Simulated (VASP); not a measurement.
A run of VASP 6.6.1 is set up as follows.

INCAR

```
PREC = Accurate
ENCUT = 520
EDIFF = 1E-7
ISMEAR = -1
SIGMA = 0.05
LREAL = F
LASPH = T
NELM = 100
ALGO = Fast
ISIF = 2
LWAVE = F
LCHARG = F
GGA = PE
NBANDS = 43
```

File KPOINTS:

```
Automatic mesh
0
Gamma
  2 3 2
```

POSCAR

```
K2TeCl6
1.0
    6.9338370000     -0.9321310000      0.5254370000
   -0.1438400000      5.3327130000      0.7390650000
    0.1982760000      0.4031210000      7.4922350000
Te K Cl
1 2 6
Direct
    0.4661363485      0.6288461089      0.6716080804
    0.8436297998      0.0519768458      0.9245285848
    0.7126583555      0.2484622011      0.4051571013
    0.1330048730      0.6061034497      0.9484849945
    0.9332642287      0.6450753927      0.6470354705
    0.3042575267      0.0853955678      0.7204159990
    0.2293792782      0.1123669096      0.3585624570
    0.4580137759      0.4588799089      0.0639584231
    0.1729097183      0.6042224926      0.3567126685
```

Potentials or basis: VASP PAW PBE potentials, release 64 (Te, K_sv, Cl).

Launch:

```bash
$ cat potpaw_PBE.64/Te/POTCAR potpaw_PBE.64/K_sv/POTCAR potpaw_PBE.64/Cl/POTCAR > POTCAR
$ mpirun -np 1 vasp_std > vasp.out
```

(1) What does it give for the largest force?

(2) Predict the band gap on the k mesh.

Answers

(1) 2.437 eV/Å.

(2) none (metal or under the smearing width).

Caveat: the k mesh is coarse (spacing up to 0.46 Å⁻¹), so the values aren't converged.
